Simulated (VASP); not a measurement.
A VASP calculation is set up with these files.

### INCAR
```
SYSTEM  =  SrCl2
PREC  =  Accurate; ENCUT  =  520; LREAL  =  .FALSE.
LASPH  =  .TRUE.
EDIFF  =  1E-7; NELM  =  100; ALGO  =  Normal
LMAXMIX  =  4; LMIXTAU  =  .TRUE.
ISMEAR  =  0; SIGMA  =  0.05
METAGGA  =  R2SCAN; LUSE_VDW  =  .TRUE.; BPARAM  =  11.95
CPARAM  =  0.0093
ISIF  =  2
LWAVE  =  .FALSE.; LCHARG  =  .FALSE.
```

### KPOINTS
```
Automatic mesh
0
Gamma
6 6 6
0 0 0
```

### POSCAR
```
SrCl2
1
    0.0000000000     3.5480591640     3.5480591640
    3.5480591640     0.0000000000     3.5480591640
    3.5480591640     3.5480591640     0.0000000000
Sr Cl
1 2
Direct
  0.0000000000   0.0000000000   0.0000000000
  0.2500000000   0.2500000000   0.2500000000
  0.7500000000   0.7500000000   0.7500000000
```

POTCAR, in this order: Sr_sv Cl (PBE.64 set). Program: vasp_std.

Problem. Translate this r2SCAN+rVV10 calculation to Ansatz.

Solution. One equivalent input (not run):
Ansatz 0.2 input:
```yaml
crystal:
  lattice:
    - [0.0000000, 3.5480592, 3.5480592]
    - [3.5480592, 0.0000000, 3.5480592]
    - [3.5480592, 3.5480592, 0.0000000]
  atoms:
    - { symbol: Sr, position: [0.0000000, 0.0000000, 0.0000000] }
    - { symbol: Cl, position: [0.2500000, 0.2500000, 0.2500000] }
    - { symbol: Cl, position: [0.7500000, 0.7500000, 0.7500000] }
kpoints:
  mp_grid: { grid: [6, 6, 6] }
hamiltonian:
  xc: r2scan
  dispersion: rvv10
  pseudopotentials: { kind: paw }
scf:
  occupations: { method: gaussian, width: 0.05 }
  max_iter: 100
output: { forces: true, stress: true, eigenvalues: true }
```
Limits of the translation: each code has its own PAW files, so the cut-off isn't converted (ENCUT is set for VASP's; basis.ecutwfc is left out, and Ansatz then takes the one that its files recommend); Ansatz stops its SCF on the density residual and VASP on the energy change (EDIFF).

The compound is SrCl2 in the fluorite structure. This cell is one point of a volume scan, at 1.06 of the reference volume.
